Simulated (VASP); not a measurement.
Level of theory: PBEsol GGA, VASP's PBE PAW potentials (set 64) (plane waves; VASP).

Input for VASP

**INCAR**
```
SYSTEM = CsBr
PREC = Accurate
ENCUT = 500
EDIFF = 1E-6
NELM = 100
ALGO = Normal
LREAL = .FALSE.
LASPH = .TRUE.
ISMEAR = 0
SIGMA = 0.05
GGA = PS
LMAXMIX = 4
LWAVE = .FALSE.
LCHARG = .FALSE.
IBRION = 2
ISIF = 3
NSW = 40
EDIFFG = -0.02
PSTRESS = 300
```

File KPOINTS:
```
Regular mesh
0
G
 7 7 7
```

### POSCAR
```
CsBr
1
    3.6927835376     0.0000000000     0.0000000000
    0.0000000000     3.6927835376     0.0000000000
    0.0000000000     0.0000000000     3.6927835376
Cs Br
1 1
Direct
  0.0000000000   0.0000000000   0.0000000000
  0.5000000000   0.5000000000   0.5000000000
```

POTCAR, in this order: Cs_sv Br (PBE.64 set). Program: vasp_std.

What will the output report for the number of irreducible k-points (NKPTS), largest plane-wave count, number of space-group operations, FFT grid (NGX, NGY, NGZ)?

* **number of irreducible k-points (NKPTS)**: 20
* **largest plane-wave count**: 1309
* **number of space-group operations**: 48
* **FFT grid (NGX, NGY, NGZ)**: 28 × 28 × 28

The compound is CsBr in the CsCl type structure. This run relaxes it under an external pressure of 30 GPa. Symmetry was kept, so distortions that lower it aren't found.
